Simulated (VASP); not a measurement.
Computed with PBEsol GGA, VASP's PBE PAW potentials (set 64) (plane waves; VASP).

VASP ran on this input.

### INCAR
```
ISIF  =  3
PREC  =  Accurate
POTIM  =  0.015   ! step
NSW  =  1
IBRION  =  6
LASPH  =  T   ! aspherical one-centre terms
LCHARG  =  F
LMAXMIX  =  4   ! l cut-off of mixed one-centre charges
LREAL  =  F   ! projection in real space or not
ALGO  =  Normal   ! blocked Davidson
ENCUT  =  650
EDIFF  =  1E-7   ! SCF stop (eV)
SIGMA  =  0.05
NELM  =  100
ISMEAR  =  0
LWAVE  =  F
SYSTEM  =  SnO
NFREE  =  2
GGA  =  PS   ! PBEsol
```

KPOINTS:
```
Automatic mesh
0
Gamma
5 5 4
0 0 0
```

POSCAR:
```
SnO
3.8112910
  0.9999998863   0.0000000000   0.0000000000
  0.0000000000   0.9999998863   0.0000000000
  0.0000000000   0.0000000000   1.2410813359
Sn O
2 2
Cart
  0.4999999432   0.0000000000   0.3026669049
  0.9999998863   0.4999999432   0.9384144310
  0.9999998863   0.0000000000   0.0000000000
  0.4999999432   0.4999999432   0.0000000000
```

POTCAR, in this order: Sn_d O (PBE.64 set). Program: vasp_std.

Output of the run:

File OUTCAR:
```
 ion  position               nearest neighbor table
   1  0.500  0.000  0.244-   3 2.23   4 2.23   4 2.23   3 2.23   2 3.55   2 3.55   2 3.55   2 3.55
                             2 3.62   2 3.62   2 3.62   2 3.62
   2  0.000  0.500  0.756-   3 2.23   4 2.23   3 2.23   4 2.23   1 3.55   1 3.55   1 3.55   1 3.55
                             1 3.62   1 3.62   1 3.62   1 3.62
   3  0.000  0.000  0.000-   1 2.23   2 2.23   2 2.23   1 2.23
   4  0.500  0.500  0.000-   1 2.23   2 2.23   1 2.23   2 2.23
  LATTYP: Found a simple tetragonal cell.
 ALAT       =     3.8112905667
 C/A-ratio  =     1.2410814770
 Subroutine PRICEL returns:
 Original cell was already a primitive cell.
 Subroutine GETGRP returns: Found 16 space group operations
The static configuration has the point symmetry D_2d.
 The point group associated with its full space group is D_4h.
The dynamic configuration has the point symmetry D_2d.
 Subroutine INISYM returns: Found 16 space group operations
 Subroutine IBZKPT returns following result:
 Found     18 irreducible k-points:

 Following reciprocal coordinates:
            Coordinates               Weight
  0.000000  0.000000  0.000000      1.000000
  0.200000  0.000000  0.000000      4.000000
  0.400000  0.000000  0.000000      4.000000
...
```

OSZICAR:
```
...
DAV:   5    -0.242156796051E+02    0.61123E-04   -0.51266E-04  2256   0.251E-01    0.253E-02
DAV:   6    -0.242156825324E+02   -0.29273E-05   -0.77567E-05  1832   0.657E-02    0.122E-02
DAV:   7    -0.242156821949E+02    0.33755E-06   -0.45542E-06  2168   0.228E-02    0.492E-03
DAV:   8    -0.242156820212E+02    0.17366E-06   -0.13126E-06  1880   0.184E-02    0.106E-03
DAV:   9    -0.242156820561E+02   -0.34908E-07   -0.28100E-07  1592   0.513E-03
  13 F= -.24215682E+02 E0= -.24215682E+02  d E =-.168784E-07
       N       E                     dE             d eps       ncg     rms          rms(c)
DAV:   1    -0.242442519025E+02   -0.28570E-01   -0.22012E+00  2008   0.123E+01    0.988E-01
DAV:   2    -0.242294193020E+02    0.14833E-01   -0.10532E-01  2208   0.400E+00    0.589E-01
DAV:   3    -0.242174171771E+02    0.12002E-01   -0.22119E-02  2376   0.217E+00    0.801E-02
DAV:   4    -0.242178401668E+02   -0.42299E-03   -0.50195E-03  1768   0.640E-01    0.451E-02
DAV:   5    -0.242178288259E+02    0.11341E-04   -0.13070E-04  2448   0.113E-01    0.252E-02
DAV:   6    -0.242178278755E+02    0.95040E-06   -0.19650E-05  2160   0.575E-02    0.630E-03
DAV:   7    -0.242178279404E+02   -0.64918E-07   -0.18358E-06  1960   0.115E-02    0.249E-03
DAV:   8    -0.242178279571E+02   -0.16734E-07   -0.18164E-07  1432   0.348E-03
  14 F= -.24217828E+02 E0= -.24217828E+02  d E =-.134717E-07
       N       E                     dE             d eps       ncg     rms          rms(c)
DAV:   1    -0.242095428755E+02    0.82851E-02   -0.29991E+00  1896   0.957E+00    0.270E-01
DAV:   2    -0.242177413844E+02   -0.81985E-02   -0.83501E-02  2320   0.241E+00    0.972E-02
DAV:   3    -0.242178122754E+02   -0.70891E-04   -0.10379E-03  2256   0.535E-01    0.764E-02
DAV:   4    -0.242178238357E+02   -0.11560E-04   -0.94863E-05  2264   0.131E-01    0.361E-02
DAV:   5    -0.242178277688E+02   -0.39330E-05   -0.12938E-05  2832   0.794E-02    0.322E-03
DAV:   6    -0.242178278910E+02   -0.12225E-06   -0.39124E-06  2384   0.276E-02    0.112E-03
DAV:   7    -0.242178279161E+02   -0.25033E-07   -0.46147E-07  1632   0.688E-03
  15 F= -.24217828E+02 E0= -.24217828E+02  d E =-.134633E-07
       N       E                     dE             d eps       ncg     rms          rms(c)
DAV:   1    -0.242114971470E+02    0.63307E-02   -0.22055E+00  1056   0.909E+00    0.186E-01
DAV:   2    -0.242166500886E+02   -0.51529E-02   -0.53969E-02  1320   0.207E+00    0.711E-02
DAV:   3    -0.242167121895E+02   -0.62101E-04   -0.95095E-04  1056   0.291E-01    0.481E-02
DAV:   4    -0.242167085410E+02    0.36485E-05   -0.60456E-05  1576   0.172E-01    0.160E-02
DAV:   5    -0.242167111832E+02   -0.26422E-05   -0.16319E-05  1232   0.379E-02    0.296E-03
DAV:   6    -0.242167118760E+02   -0.69275E-06   -0.13766E-06  1256   0.349E-02    0.168E-03
DAV:   7    -0.242167125415E+02   -0.66550E-06   -0.14642E-07   664   0.506E-03    0.417E-04
DAV:   8    -0.242167128853E+02   -0.34378E-06   -0.88178E-08   488   0.769E-03    0.228E-04
DAV:   9    -0.242167130661E+02   -0.18084E-06   -0.23380E-08   528   0.366E-03    0.770E-05
DAV:  10    -0.242167131780E+02   -0.11194E-06   -0.23570E-08   472   0.161E-03    0.107E-04
DAV:  11    -0.242167131997E+02   -0.21653E-07   -0.54842E-09   512   0.144E-03
  16 F= -.24216713E+02 E0= -.24216713E+02  d E =-.304145E-06
       N       E                     dE             d eps       ncg     rms          rms(c)
DAV:   1    -0.242052309163E+02    0.11482E-01   -0.44149E+00  1040   0.127E+01    0.422E-01
DAV:   2    -0.242172885948E+02   -0.12058E-01   -0.12656E-01  1280   0.278E+00    0.135E-01
DAV:   3    -0.242171386995E+02    0.14990E-03   -0.13771E-03  1408   0.962E-01    0.101E-01
DAV:   4    -0.242170892343E+02    0.49465E-04   -0.41663E-04  1528   0.626E-01    0.370E-02
DAV:   5    -0.242171104511E+02   -0.21217E-04   -0.22380E-04  1032   0.146E-01    0.796E-03
DAV:   6    -0.242171105211E+02   -0.70008E-07   -0.80681E-06  1256   0.356E-02    0.526E-03
DAV:   7    -0.242171103848E+02    0.13634E-06   -0.20121E-06  1192   0.218E-02    0.173E-03
DAV:   8    -0.242171103859E+02   -0.11187E-08   -0.33485E-07   800   0.617E-03
  17 F= -.24217110E+02 E0= -.24217110E+02  d E =-.354602E-09
       N       E                     dE             d eps       ncg     rms          rms(c)
DAV:   1    -0.242115971482E+02    0.55132E-02   -0.23509E+00  1584   0.112E+01    0.243E-01
DAV:   2    -0.242175407591E+02   -0.59436E-02   -0.63794E-02  2176   0.215E+00    0.939E-02
DAV:   3    -0.242175311877E+02    0.95714E-05   -0.18076E-03  2080   0.398E-01    0.696E-02
DAV:   4    -0.242174713126E+02    0.59875E-04   -0.21893E-04  2808   0.224E-01    0.222E-02
DAV:   5    -0.242174754457E+02   -0.41331E-05   -0.82651E-05  1992   0.877E-02    0.762E-03
DAV:   6    -0.242174757583E+02   -0.31262E-06   -0.60314E-06  2136   0.354E-02    0.452E-03
DAV:   7    -0.242174757450E+02    0.13312E-07   -0.62331E-07  1664   0.782E-03
  18 F= -.24217476E+02 E0= -.24217476E+02  d E =-.135530E-07
       N       E                     dE             d eps       ncg     rms          rms(c)
DAV:   1    -0.242126472265E+02    0.48285E-02   -0.34396E+00  1760   0.100E+01    0.218E-01
DAV:   2    -0.242179206807E+02   -0.52735E-02   -0.60706E-02  2056   0.168E+00    0.111E-01
DAV:   3    -0.242175517073E+02    0.36897E-03   -0.11021E-03  1864   0.305E-01    0.534E-02
DAV:   4    -0.242174689791E+02    0.82728E-04   -0.45368E-04  2232   0.185E-01    0.147E-02
DAV:   5    -0.242174765206E+02   -0.75416E-05   -0.83911E-05  1656   0.703E-02    0.120E-02
DAV:   6    -0.242174763628E+02    0.15779E-06   -0.51158E-06  2544   0.208E-02    0.571E-03
DAV:   7    -0.242174757109E+02    0.65191E-06   -0.28546E-06  1768   0.154E-02    0.110E-03
DAV:   8    -0.242174757628E+02   -0.51818E-07   -0.69367E-07  1824   0.555E-03
  19 F= -.24217476E+02 E0= -.24217476E+02  d E =-.135521E-07
       N       E                     dE             d eps       ncg     rms          rms(c)
DAV:   1    -0.242143785834E+02    0.30971E-02   -0.25056E+00  1352   0.943E+00    0.155E-01
DAV:   2    -0.242180805780E+02   -0.37020E-02   -0.41778E-02  1680   0.168E+00    0.780E-02
DAV:   3    -0.242178413303E+02    0.23925E-03   -0.65170E-04  1504   0.305E-01    0.452E-02
DAV:   4    -0.242176412892E+02    0.20004E-03   -0.27423E-04  1856   0.170E-01    0.121E-02
DAV:   5    -0.242176069109E+02    0.34378E-04   -0.80373E-05  1384   0.892E-02    0.894E-03
DAV:   6    -0.242175812663E+02    0.25645E-04   -0.96943E-06  1864   0.332E-02    0.366E-03
DAV:   7    -0.242175797587E+02    0.15076E-05   -0.31741E-06  1464   0.154E-02    0.117E-03
DAV:   8    -0.242175795197E+02    0.23897E-06   -0.62966E-07  1480   0.618E-03    0.745E-04
DAV:   9    -0.242175796984E+02   -0.17872E-06   -0.31592E-08   760   0.186E-03    0.428E-04
DAV:  10    -0.242175795708E+02    0.12766E-06   -0.31899E-08   784   0.199E-03    0.110E-04
DAV:  11    -0.242175796066E+02   -0.35839E-07   -0.85613E-09   704   0.138E-03
  20 F= -.24217580E+02 E0= -.24217580E+02  d E =-.135165E-07
       N       E                     dE             d eps       ncg     rms          rms(c)
DAV:   1    -0.242123169018E+02    0.52627E-02   -0.38369E+00  1512   0.107E+01    0.246E-01
DAV:   2    -0.242180021315E+02   -0.56852E-02   -0.64596E-02  1672   0.216E+00    0.110E-01
DAV:   3    -0.242176593621E+02    0.34277E-03   -0.12262E-03  1776   0.513E-01    0.569E-02
DAV:   4    -0.242175681030E+02    0.91259E-04   -0.55268E-04  1864   0.239E-01    0.140E-02
DAV:   5    -0.242175799283E+02   -0.11825E-04   -0.11824E-04  1376   0.120E-01    0.122E-02
DAV:   6    -0.242175804432E+02   -0.51491E-06   -0.73002E-06  1944   0.264E-02    0.542E-03
DAV:   7    -0.242175796997E+02    0.74355E-06   -0.30749E-06  1376   0.252E-02    0.113E-03
DAV:   8    -0.242175797600E+02   -0.60300E-07   -0.83839E-07  1448   0.773E-03
  21 F= -.24217580E+02 E0= -.24217580E+02  d E =-.135101E-07
```

### OUTCAR
```
------------------------ aborting loop because EDIFF is reached ----------------------------------------
  FORCE on cell =-STRESS in cart. coord.  units (eV):
  Direction    XX          YY          ZZ          XY          YZ          ZX
  --------------------------------------------------------------------------------------
  Total       -0.1648890      0.0326808      0.0114592      0.0000000      0.0000000      0.0000000
  in kB       -3.8449060      0.7620551      0.2672071      0.0000000      0.0000000      0.0000000
  external PRESSURE =      -0.9385479 kB  Pullay stress =       0.0000000 kB
  volume of cell :       68.71
      direct lattice vectors                 reciprocal lattice vectors
     3.811290567  0.000000000  0.000000000     0.262378316  0.000000000  0.000000000
     0.000000000  3.811290567  0.000000000     0.000000000  0.262378316  0.000000000
     0.000000000  0.000000000  4.730122126     0.000000000  0.000000000  0.211411032
 POSITION                                       TOTAL-FORCE (eV/Angst)
 -----------------------------------------------------------------------------------
      1.90565      0.00000      1.15355         0.000000      0.000000     -0.063682
      0.00000      1.90565      3.57657         0.000000      0.000000     -0.038499
      0.00000      0.00000     -0.01500         0.000000      0.000000      0.104398
      1.90565      1.90565      0.00000         0.000000      0.000000     -0.002217
 -----------------------------------------------------------------------------------
    total drift:                                0.000000     -0.000000     -0.000329
  FREE ENERGIE OF THE ION-ELECTRON SYSTEM (eV)
  ---------------------------------------------------
  free  energy   TOTEN  =       -24.2175797600 eV

  energy  without entropy=      -24.2175797465  energy(sigma->0) =      -24.21757975

   1 f  =   13.647449 THz    85.749452 2PiTHz  455.229904 cm-1    56.441289 meV
             X         Y         Z           dx          dy          dz
      1.905645  0.000000  1.153552     0.026307    0.029979    0.000000
      0.000000  1.905645  3.576570    -0.026307   -0.029979    0.000000
      0.000000  0.000000  0.000000    -0.465647    0.530643   -0.000000
      1.905645  1.905645  0.000000     0.465647   -0.530643   -0.000000

   2 f  =   13.647449 THz    85.749452 2PiTHz  455.229904 cm-1    56.441289 meV
             X         Y         Z           dx          dy          dz
      1.905645  0.000000  1.153552    -0.029979    0.026307    0.000000
      0.000000  1.905645  3.576570     0.029979   -0.026307   -0.000000
      0.000000  0.000000  0.000000     0.530643    0.465647    0.000000
      1.905645  1.905645  0.000000    -0.530643   -0.465647   -0.000000

   3 f  =   10.872936 THz    68.316671 2PiTHz  362.682102 cm-1    44.966829 meV
             X         Y         Z           dx          dy          dz
      1.905645  0.000000  1.153552     0.000000   -0.000000   -0.243763
      0.000000  1.905645  3.576570     0.000000   -0.000000   -0.243763
      0.000000  0.000000  0.000000    -0.000000    0.000000    0.663762
      1.905645  1.905645  0.000000    -0.000000    0.000000    0.663762

   4 f  =   10.431005 THz    65.539939 2PiTHz  347.940883 cm-1    43.139152 meV
             X         Y         Z           dx          dy          dz
      1.905645  0.000000  1.153552     0.000000   -0.000000    0.000000
      0.000000  1.905645  3.576570     0.000000   -0.000000    0.000000
      0.000000  0.000000  0.000000    -0.000000    0.000000    0.707107
      1.905645  1.905645  0.000000    -0.000000    0.000000   -0.707107

   5 f  =    7.944521 THz    49.916898 2PiTHz  265.000696 cm-1    32.855884 meV
             X         Y         Z           dx          dy          dz
      1.905645  0.000000  1.153552    -0.229586    0.083681   -0.000000
      0.000000  1.905645  3.576570    -0.229586    0.083681    0.000000
      0.000000  0.000000  0.000000     0.623422   -0.227228    0.000000
      1.905645  1.905645  0.000000     0.623422   -0.227228   -0.000000

   6 f  =    7.944521 THz    49.916898 2PiTHz  265.000696 cm-1    32.855884 meV
             X         Y         Z           dx          dy          dz
      1.905645  0.000000  1.153552     0.083681    0.229586    0.000000
      0.000000  1.905645  3.576570     0.083681    0.229586   -0.000000
      0.000000  0.000000  0.000000    -0.227228   -0.623422    0.000000
      1.905645  1.905645  0.000000    -0.227228   -0.623422    0.000000

   7 f  =    6.262150 THz    39.346249 2PiTHz  208.882841 cm-1    25.898160 meV
             X         Y         Z           dx          dy          dz
      1.905645  0.000000  1.153552     0.000000    0.000000   -0.707107
      0.000000  1.905645  3.576570     0.000000   -0.000000    0.707107
      0.000000  0.000000  0.000000    -0.000000   -0.000000    0.000000
      1.905645  1.905645  0.000000    -0.000000   -0.000000   -0.000000

   8 f  =    3.407903 THz    21.412484 2PiTHz  113.675398 cm-1    14.093947 meV
             X         Y         Z           dx          dy          dz
      1.905645  0.000000  1.153552    -0.479928    0.517763    0.000000
      0.000000  1.905645  3.576570     0.479928   -0.517763   -0.000000
      0.000000  0.000000  0.000000    -0.027114   -0.029251   -0.000000
      1.905645  1.905645  0.000000     0.027114    0.029251   -0.000000

   9 f  =    3.407903 THz    21.412484 2PiTHz  113.675398 cm-1    14.093947 meV
             X         Y         Z           dx          dy          dz
      1.905645  0.000000  1.153552    -0.517763   -0.479928   -0.000000
      0.000000  1.905645  3.576570     0.517763    0.479928    0.000000
      0.000000  0.000000  0.000000    -0.029251    0.027114    0.000000
      1.905645  1.905645  0.000000     0.029251   -0.027114    0.000000

  10 f/i=    0.001133 THz     0.007122 2PiTHz    0.037809 cm-1     0.004688 meV
             X         Y         Z           dx          dy          dz
      1.905645  0.000000  1.153552     0.000000    0.000000   -0.663762
      0.000000  1.905645  3.576570     0.000000    0.000000   -0.663762
      0.000000  0.000000  0.000000     0.000000    0.000000   -0.243763
      1.905645  1.905645  0.000000     0.000000    0.000000   -0.243763

  11 f/i=    0.007982 THz     0.050150 2PiTHz    0.266239 cm-1     0.033009 meV
             X         Y         Z           dx          dy          dz
      1.905645  0.000000  1.153552     0.628784   -0.211939    0.000000
      0.000000  1.905645  3.576570     0.628784   -0.211939    0.000000
      0.000000  0.000000  0.000000     0.231561   -0.078050    0.000000
      1.905645  1.905645  0.000000     0.231561   -0.078050    0.000000

  12 f/i=    0.007982 THz     0.050150 2PiTHz    0.266239 cm-1     0.033009 meV
             X         Y         Z           dx          dy          dz
      1.905645  0.000000  1.153552    -0.211939   -0.628784   -0.000000
      0.000000  1.905645  3.576570    -0.211939   -0.628784   -0.000000
      0.000000  0.000000  0.000000    -0.078050   -0.231561   -0.000000
      1.905645  1.905645  0.000000    -0.078050   -0.231561   -0.000000

...
```
(Selected blocks of OUTCAR.)

Without a dispersion term in the relaxation, distances and binding between the weakly bound layers, chains or molecules are unreliable, and so is what depends on them.

The structure comes from a measured SnO entry (P4/nmm) of the Crystallography Open Database, whose conditions weren't checked. It was relaxed first, which changed the volume by -5 %.
